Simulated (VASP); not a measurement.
Output of a VASP run:

### OSZICAR
```
       N       E                     dE             d eps       ncg     rms          rms(c)
DAV:   1     0.115664355256E+03    0.11566E+03   -0.75466E+03  2416   0.129E+03
DAV:   2    -0.511098880291E+01   -0.12078E+03   -0.11782E+03  2590   0.448E+02
DAV:   3    -0.103411731868E+02   -0.52302E+01   -0.49682E+01  3712   0.774E+01
DAV:   4    -0.106122201332E+02   -0.27105E+00   -0.26535E+00  3282   0.154E+01
DAV:   5    -0.106234040233E+02   -0.11184E-01   -0.11178E-01  3692   0.261E+00    0.716E+00
DAV:   6    -0.102200610305E+02    0.40334E+00   -0.79935E-01  3704   0.119E+01    0.247E+00
DAV:   7    -0.101743778545E+02    0.45683E-01   -0.23109E-01  3758   0.628E+00    0.938E-01
DAV:   8    -0.101792202218E+02   -0.48424E-02   -0.11722E-02  2770   0.165E+00    0.559E-02
DAV:   9    -0.101792522797E+02   -0.32058E-04   -0.10757E-03  4140   0.366E-01    0.448E-02
DAV:  10    -0.101792669079E+02   -0.14628E-04   -0.27056E-05  2952   0.782E-02    0.144E-02
DAV:  11    -0.101792593426E+02    0.75653E-05   -0.46006E-06  2748   0.433E-02    0.253E-03
DAV:  12    -0.101792592375E+02    0.10509E-06   -0.10490E-07  1938   0.520E-03    0.126E-03
DAV:  13    -0.101792591208E+02    0.11669E-06   -0.36706E-08  1452   0.255E-03    0.470E-04
DAV:  14    -0.101792591170E+02    0.37780E-08   -0.97514E-09  1410   0.167E-03
   1 F= -.10179259E+02 E0= -.10179088E+02  d E =-.512829E-03
```

**OUTCAR**
```
------------------------ aborting loop because EDIFF is reached ----------------------------------------
  FORCE on cell =-STRESS in cart. coord.  units (eV):
  Direction    XX          YY          ZZ          XY          YZ          ZX
  --------------------------------------------------------------------------------------
  Total        0.0115649      0.0115649      0.0115649      0.0000000      0.0000000     -0.0000000
  in kB        1.0217976      1.0217976      1.0217976      0.0000000      0.0000000     -0.0000000
  external PRESSURE =       1.0217976 kB  Pullay stress =       0.0000000 kB
  volume of cell :       18.13
      direct lattice vectors                 reciprocal lattice vectors
    -1.655041799  1.655041799  1.655041799     0.000000000  0.302107174  0.302107174
     1.655041799 -1.655041799  1.655041799     0.302107174  0.000000000  0.302107174
     1.655041799  1.655041799 -1.655041799     0.302107174  0.302107174  0.000000000
 POSITION                                       TOTAL-FORCE (eV/Angst)
 -----------------------------------------------------------------------------------
      0.00000      0.00000      0.00000         0.000000      0.000000      0.000000
 -----------------------------------------------------------------------------------
    total drift:                                0.000000      0.000000      0.000000
  FREE ENERGIE OF THE ION-ELECTRON SYSTEM (eV)
  ---------------------------------------------------
  free  energy   TOTEN  =       -10.1792591170 eV

  energy  without entropy=      -10.1787462876  energy(sigma->0) =      -10.17908817
```
(Selected blocks of OUTCAR.)

### POSCAR
```
Nb
1
   -1.6550417992     1.6550417992     1.6550417992
    1.6550417992    -1.6550417992     1.6550417992
    1.6550417992     1.6550417992    -1.6550417992
Nb
1
Direct
  0.0000000000   0.0000000000   0.0000000000
```

Q: Write an INCAR and KPOINTS that could have produced this output.

A: This is not unique; one that fits is the input of the run itself, PW91 GGA, plane waves, VASP's PBE PAW potentials (set 64).

KPOINTS:
```
Automatic mesh
0
Gamma
15 15 15
0 0 0
```

### INCAR
```
ALGO = Normal
EDIFF = 1E-7
ENCUT = 520
GGA = 91
ISIF = 2
ISMEAR = 1
LASPH = .TRUE.
LCHARG = .FALSE.
LMAXMIX = 4
LREAL = .FALSE.
LWAVE = .FALSE.
NELM = 100
PREC = Accurate
SIGMA = 0.1
SYSTEM = Nb
```

POTCAR, in this order: Nb_sv (PBE.64 set). Program: vasp_std.

The compound is Nb in the bcc structure. It was relaxed first.
